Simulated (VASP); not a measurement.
```yaml
crystal:
  lattice:
    - [0.00000, 2.63081, 2.63081]
    - [2.63081, 0.00000, 2.63081]
    - [2.63081, 2.63081, 0.00000]
  atoms:
    - { symbol: Sn, position: [0.00000, 0.00000, 0.00000] }
    - { symbol: O, position: [0.25000, 0.25000, 0.25000] }
```

Calculation: PBEsol GGA, VASP's PBE PAW potentials (set 64) (plane waves; VASP). Run with 620 eV cut-off, 12×12×12 Γ-centred mesh, first-order Methfessel-Paxton smearing of 0.10 eV, potentials Sn_d O.

Unless said otherwise, spin-orbit coupling is left out, though it shifts the bands of the heavy elements here.

**Question.** What does the run give for the energy per atom (σ→0), pressure, band gap (on the k-mesh) with the smallest direct gap where there is one?

**Answer.** 
The band gap (on the k-mesh) is none (metal, semimetal or under 0.01 eV) and the energy per atom (σ→0) is -5.538 eV/atom. The pressure is 5.03 GPa.

The structure was generated: SnO was put into the zinc blende type (F-43m), which need not be its known phase. It was relaxed first under an external pressure of 5 GPa.
